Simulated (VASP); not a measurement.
**Lattice vibrations of WS2 (Tungstenite)**

Aim: the phonon dispersion and thermal properties of WS2 (Tungstenite). The start is a cell from a database of measured crystal structures.

Calculated with VASP 6.6.1; PBEsol, no spin polarisation; plane waves and PAW (W, S).

The database entry behind the starting cell differs from later determinations by our own check (an axis about 1.4 % long against later determinations), so it need not match the best structure at ambient conditions.

## (1) Set-up

Symmetry: P6_3/mmc, No. 194, hexagonal system. Conventional cell: a = 3.180 Å, b = 3.180 Å, c = 12.500 Å, α = 90.00°, β = 90.00°, γ = 120.00°. Nearest to W lie 6 S at 2.41 Å. Nearest to S lie 3 W at 2.41 Å. Farther neighbours and most contacts between anions are not listed.

Structure file:

```xyz
6
Lattice="3.1800 0.0000 0.0000 -1.5900 2.7540 0.0000 0.0000 0.0000 12.5000" Properties=species:S:1:pos:R:3 pbc="T T T"
W     1.5900    0.9180    9.3750
W     0.0000    1.8360    3.1250
S     1.5900    0.9180    4.6875
S     0.0000    1.8360   10.9375
S     1.5900    0.9180    1.5625
S     0.0000    1.8360    7.8125
```

## (2) Relax the host

Cell and atoms are relaxed first, so that later runs start from this functional's own cell.

Contents of INCAR:

```
SYSTEM = WS2
PREC = Accurate
ENCUT = 350
EDIFF = 1E-06
NELM = 120
ISMEAR = 0
SIGMA = 0.05
LREAL = .FALSE.
ALGO = Normal
GGA = PS
NBANDS = 24
LASPH = .TRUE.
LORBIT = 11
LWAVE = .FALSE.
LCHARG = .FALSE.
KPAR = 4
IBRION = 2
NSW = 40
ISIF = 3
EDIFFG = -0.02
POTIM = 0.4
```

Contents of POSCAR:

```
WS2
1.0
    3.1800000000      0.0000000000      0.0000000000
   -1.5900000000      2.7539607840      0.0000000000
    0.0000000000      0.0000000000     12.5000000000
W S
2 4
Direct
    0.6666666667      0.3333333333      0.7500000000
    0.3333333333      0.6666666667      0.2500000000
    0.6666666667      0.3333333333      0.3750000000
    0.3333333333      0.6666666667      0.8750000000
    0.6666666667      0.3333333333      0.1250000000
    0.3333333333      0.6666666667      0.6250000000
```

Contents of KPOINTS:

```
Automatic mesh
0
Gamma
7 7 2
0 0 0
```

The projector-augmented-wave data sets are W and S (PBE family, release 64).

The run is started by

```sh
$ mpirun -np 4 vasp_std
```

Log:

```text
[banner, memory and clock lines left out]
running    4 mpi-ranks, on    1 nodes
 distrk:  each k-point on    1 cores,    4 groups
 distr:  one band on    1 cores,    1 groups

 POSCAR found type information on POSCAR W S
 POSCAR found :  2 types and       6 ions
|                                                                             |
|               ----> ADVICE to this user running VASP <----                  |
|                                                                             |
|     You enforced a specific xc type in the INCAR file but a different       |
|     [... a line on the potential file left out ...]
|     I HOPE YOU KNOW WHAT YOU ARE DOING!                                     |
|                                                                             |

 LDA part: xc-table for (Slater+PW92), standard interpolation
 POSCAR, INCAR and KPOINTS ok, starting setup
 FFT: planning ... GRIDC
 FFT: planning ... GRID_SOFT
 FFT: planning ... GRID
 WAVECAR not read
 entering main loop
       N       E                     dE             d eps       ncg     rms          rms(c)
DAV:   1     0.135914220894E+03    0.13591E+03   -0.12955E+04   768   0.966E+02
DAV:   2    -0.425372939050E+02   -0.17845E+03   -0.17243E+03  1056   0.235E+02
DAV:   3    -0.531689264660E+02   -0.10632E+02   -0.10560E+02  1024   0.600E+01
DAV:   4    -0.533828775405E+02   -0.21395E+00   -0.21350E+00  1048   0.916E+00
DAV:   5    -0.533871145184E+02   -0.42370E-02   -0.42356E-02  1032   0.116E+00    0.405E+01
DAV:   6    -0.510628085381E+02    0.23243E+01   -0.10441E+01  1136   0.157E+01    0.182E+01
DAV:   7    -0.507705515394E+02    0.29226E+00   -0.33294E+00  1032   0.103E+01    0.903E+00
DAV:   8    -0.506387354234E+02    0.13182E+00   -0.45010E-01  1080   0.421E+00    0.136E+00
DAV:   9    -0.506333589401E+02    0.53765E-02   -0.65377E-02  1056   0.138E+00    0.546E-01
DAV:  10    -0.506319468077E+02    0.14121E-02   -0.13332E-02  1096   0.657E-01    0.378E-01
DAV:  11    -0.506319091079E+02    0.37700E-04   -0.18097E-03  1024   0.246E-01    0.140E-01
DAV:  12    -0.506318836196E+02    0.25488E-04   -0.38575E-04  1080   0.127E-01    0.565E-02
DAV:  13    -0.506318860854E+02   -0.24658E-05   -0.43171E-05  1072   0.335E-02    0.101E-02
DAV:  14    -0.506318864382E+02   -0.35282E-06   -0.20025E-06   824   0.836E-03
   1 F= -.50631886E+02 E0= -.50631886E+02  d E =-.506319E+02
 curvature:   0.00 expect dE= 0.000E+00 dE for cont linesearch  0.000E+00
 trial: gam= 0.00000 g(F)=  0.515E-02 g(S)=  0.109E+00 ort = 0.000E+00 (trialstep = 0.100E+01)
 search vector abs. value=  0.115E+00
 bond charge predicted
       N       E                     dE             d eps       ncg     rms          rms(c)
DAV:   1    -0.507683347301E+02   -0.13645E+00   -0.54798E+00   792   0.132E+01    0.489E+00
DAV:   2    -0.506550267102E+02    0.11331E+00   -0.27914E-01   944   0.326E+00    0.331E+00
DAV:   3    -0.506203179137E+02    0.34709E-01   -0.77404E-02   888   0.139E+00    0.106E+00
DAV:   4    -0.506163279051E+02    0.39900E-02   -0.11595E-02   984   0.540E-01    0.438E-01
DAV:   5    -0.506164922370E+02   -0.16433E-03   -0.79197E-04   944   0.151E-01    0.253E-01
DAV:   6    -0.506163707519E+02    0.12149E-03   -0.65464E-04  1032   0.146E-01    0.389E-02
DAV:   7    -0.506163608548E+02    0.98971E-05   -0.66108E-05  1080   0.464E-02    0.311E-02
DAV:   8    -0.506163611863E+02   -0.33150E-06   -0.40133E-06   888   0.123E-02
   2 F= -.50616361E+02 E0= -.50616361E+02  d E =0.155253E-01
[...]
3 F= -.50657990E+02 E0= -.50657990E+02  d E =-.261035E-01
[...]
4 F= -.50664572E+02 E0= -.50664572E+02  d E =-.658179E-02
 trial-energy change:   -0.006582  1 .order   -0.006609   -0.014303    0.001086
 step:   0.8262(harm=  0.8268)  dis= 0.00475  next Energy=   -50.664610 (dE=-0.662E-02)
 bond charge predicted
       N       E                     dE             d eps       ncg     rms          rms(c)
DAV:   1    -0.506646758682E+02   -0.10417E-03   -0.30688E-03   784   0.302E-01    0.407E-02
DAV:   2    -0.506646237397E+02    0.52128E-04   -0.22711E-04   968   0.893E-02    0.310E-02
DAV:   3    -0.506646169328E+02    0.68069E-05   -0.31206E-05   960   0.346E-02    0.119E-02
DAV:   4    -0.506646116251E+02    0.53077E-05   -0.10443E-05   992   0.157E-02    0.884E-03
DAV:   5    -0.506646108172E+02    0.80790E-06   -0.13395E-06   496   0.660E-03
   5 F= -.50664611E+02 E0= -.50664611E+02  d E =-.662088E-02
 curvature:  -0.47 expect dE=-0.915E-05 dE for cont linesearch -0.134E-06
 trial: gam= 0.00511 g(F)=  0.143E-04 g(S)=  0.517E-05 ort =-0.721E-04 (trialstep = 0.877E+00)
 search vector abs. value=  0.193E-04
 reached required accuracy - stopping structural energy minimisation
```

Elapsed: 37 s, on 4 MPI ranks of AMD EPYC 7R43, shared host; peak memory 0.62 GiB; 2.1 min of CPU time.

The logs omit lines about the potential files and the build; timing stands in the text.

OUTCAR, selected parts (step 2):

```text
ion  position               nearest neighbor table
   1  0.667  0.333  0.750-   4 2.41   6 2.41   4 2.41   6 2.41   4 2.41   6 2.41
   2  0.333  0.667  0.250-   3 2.41   5 2.41   3 2.41   5 2.41   3 2.41   5 2.41
   3  0.667  0.333  0.375-   2 2.41   2 2.41   2 2.41
   4  0.333  0.667  0.875-   1 2.41   1 2.41   1 2.41
   5  0.667  0.333  0.125-   2 2.41   2 2.41   2 2.41
   6  0.333  0.667  0.625-   1 2.41   1 2.41   1 2.41

  LATTYP: Found a hexagonal cell.
 ALAT       =     3.1800000000
 C/A-ratio  =     3.9308176101

 Subroutine GETGRP returns: Found 24 space group operations
 (whereof 12 operations were pure point group operations)

The static configuration has the point symmetry D_3d.
 The point group associated with its full space group is D_6h.

 Found     16 irreducible k-points:

   k-points           NKPTS =     16   k-points in BZ     NKDIM =     16   number of bands    NBANDS=     24

   dimension x,y,z NGX =    20 NGY =   20 NGZ =   80
   dimension x,y,z NGXF=    40 NGYF=   40 NGZF=  160

   ENCUT  =  350.0 eV  25.72 Ry    5.07 a.u.   4.85  4.85 19.07*2*pi/ulx,y,z

   NELECT =      36.0000    total number of electrons

 k-points in reciprocal lattice and weights: Automatic mesh
   0.00000000  0.00000000  0.00000000       0.010
   0.14285714  0.00000000  0.00000000       0.061
   0.28571429  0.00000000  0.00000000       0.061
   0.42857143  0.00000000  0.00000000       0.061
   0.14285714  0.14285714  0.00000000       0.061
   0.28571429  0.14285714  0.00000000       0.122
   0.42857143  0.14285714  0.00000000       0.061
   0.28571429  0.28571429  0.00000000       0.061
   0.00000000  0.00000000  0.50000000       0.010
[...]
0.42857143  0.14285714  0.50000000       0.061
   0.28571429  0.28571429  0.50000000       0.061

 average (electrostatic) potential at core
       1 -39.7057       2 -39.7057       3 -85.8735       4 -85.8735       5 -85.8735
       6 -85.8735

 E-fermi :   6.3598

 k-point     1 :       0.0000    0.0000    0.0000
  band No.  band energies     occupation
    ...
     14       4.0286      2.00000
     15       4.0286      2.00000
     16       4.5470      2.00000
     17       4.9187      2.00000
     18       6.1090      2.00000
     19       8.5602      0.00000
     20       8.5602      0.00000
     21       8.5699      0.00000
     22       8.5699      0.00000
     23       8.6526      0.00000
    ...

 k-point     2 :       0.1429    0.0000    0.0000
  band No.  band energies     occupation
    ...
     14       3.5386      2.00000
     15       3.9530      2.00000
     16       4.7696      2.00000
     17       4.9215      2.00000
     18       5.5292      2.00000
     19       7.9295      0.00000
     20       8.3526      0.00000
     21       8.3671      0.00000
     22       8.4509      0.00000
     23       8.5419      0.00000
    ...

 k-point     3 :       0.2857    0.0000    0.0000
  band No.  band energies     occupation
    ...
     14       3.7728      2.00000
     15       3.8468      2.00000
     16       4.1019      2.00000
     17       4.3175      2.00000
     18       4.5021      2.00000
     19       7.6082      0.00000
     20       8.0937      0.00000
     21       8.2625      0.00000
     22       8.5072      0.00000
     23       8.7918      0.00000
    ...

  Total        0.0042980      0.0042980      0.0277027      0.0000000      0.0000000     -0.0000000
  in kB        0.0642878      0.0642878      0.4143643      0.0000000      0.0000000     -0.0000000
  external PRESSURE =       0.1809800 kB  Pullay stress =       0.0000000 kB

  energy-cutoff  :      350.00
  volume of cell :      107.12
      direct lattice vectors                 reciprocal lattice vectors
     3.141470297  0.000000000  0.000000000     0.318322284  0.183783456 -0.000000000
    -1.570735149  2.720593083 -0.000000000    -0.000000000  0.367566913  0.000000000
     0.000000000  0.000000000 12.532975708    -0.000000000  0.000000000  0.079789511

 POSITION                                       TOTAL-FORCE (eV/Angst)
 -----------------------------------------------------------------------------------
      1.57074      0.90686      9.39973         0.000000      0.000000      0.000000
     -0.00000      1.81373      3.13324         0.000000     -0.000000      0.000000
      1.57074      0.90686      4.70150         0.000000     -0.000000     -0.009637
     -0.00000      1.81373     10.96799        -0.000000     -0.000000     -0.009637
      1.57074      0.90686      1.56498         0.000000      0.000000      0.009637
     -0.00000      1.81373      7.83147        -0.000000      0.000000      0.009637
 -----------------------------------------------------------------------------------
    total drift:                               -0.000000      0.000000     -0.000000

  FREE ENERGIE OF THE ION-ELECTRON SYSTEM (eV)
  ---------------------------------------------------
  free  energy   TOTEN  =       -50.6646108172 eV

  energy  without entropy=      -50.6646108172  energy(sigma->0) =      -50.66461082

 reached required accuracy - stopping structural energy minimisation

 total charge
# of ion       s       p       d       tot
------------------------------------------
    1        0.570   0.731   4.336   5.638
    2        0.570   0.731   4.336   5.638
    3        1.354   2.344   0.000   3.698
    4        1.354   2.344   0.000   3.698
    5        1.354   2.344   0.000   3.698
    6        1.354   2.344   0.000   3.698
--------------------------------------------------
tot          6.557  10.840   8.672  26.069

[... 3 further parts left out ...]
```

CONTCAR:

```
WS2
   1.00000000000000
     3.1414702973488882    0.0000000000000000    0.0000000000000000
    -1.5707351486744441    2.7205930827051268   -0.0000000000000000
     0.0000000000000000    0.0000000000000000   12.5329757083213060
  W               S
     2     4
Direct
     0.6666666667000030    0.3333333332999970    0.7500000000000000
     0.3333333332999970    0.6666666667000030    0.2500000000000000
     0.6666666667000030    0.3333333332999970    0.3751306931896982
     0.3333333332999970    0.6666666667000030    0.8751306931896983
     0.6666666667000030    0.3333333332999970    0.1248693068103019
     0.3333333332999970    0.6666666667000030    0.6248693068103017
```

This run has no spin polarisation, so a moment on W, if there is one, isn't seen. The gap is read on the k-mesh alone, so it is an upper bound where the band edges lie off the mesh. The PAW data sets were made with PBE, which is usual practice but a small mismatch for other functionals. The data set W keeps the semicore shell frozen, which is cheaper and a little less accurate. The run keeps the 24 symmetry operations of its start, so it cannot find a distortion of lower symmetry.

Step by step:

| step | energy less that of the first step (eV) | largest force (eV/Å) | pressure (GPa) | volume (Å³) |
| --- | --- | --- | --- | --- |
| 1 | 0.0000 | 0.1827 | -3.27 | 109.47 |
| 2 | 0.0155 | 0.6511 | 5.11 | 104.82 |
| 3 | -0.0261 | 0.1736 | 0.23 | 107.37 |
| 4 | -0.0327 | 0.0244 | 0.00 | 107.10 |
| 5 | -0.0327 | 0.0096 | 0.02 | 107.12 |

| conventional cell, symmetrised | before | after | change |
| --- | --- | --- | --- |
| a (Å) | 3.180 | 3.141 | -1.2 % |
| b (Å) | 3.180 | 3.141 | -1.2 % |
| c (Å) | 12.500 | 12.533 | +0.3 % |
| volume (Å³/atom) | 18.24 | 17.85 | -2.2 % |

Final coordinates:

```xyz
6
Lattice="3.1415 0.0000 0.0000 -1.5707 2.7206 0.0000 0.0000 0.0000 12.5330" Properties=species:S:1:pos:R:3 pbc="T T T"
W     1.5707    0.9069    9.3997
W     0.0000    1.8137    3.1332
S     1.5707    0.9069    4.7015
S     0.0000    1.8137   10.9680
S     1.5707    0.9069    1.5650
S     0.0000    1.8137    7.8315
```

This step gave:

* electronic cycles: 43
* electrons: 36
* free energy (TOTEN): -50.6646 eV
* Fermi energy: 6.360 eV
* pressure: 0.01810 GPa
* labelled metallic, from the levels on this mesh: no
* gap on the k-mesh: 1.160 eV
* least direct gap on the k-mesh: 2.400 eV

The run ended after 5 ionic steps, 0.033 eV below its first step, once forces and stress met EDIFFG = -0.02.

(Part 1 of 4 ends here.)

[Lines on the potential files, build, host, timing and source positions are cut from VASP's logs without a mark.]

[Logs are printed without paths, hosts, clocks, repeated set-up lines and the standing remarks that a program may print on its own settings, such as how far it seeks lower states.]

[Hosts, paths, dates, database ids (printed as entryN), source tags and the programs' standing remarks are cut or masked in the printed files.]

[Runs that stopped without an error message from VASP are left out.]
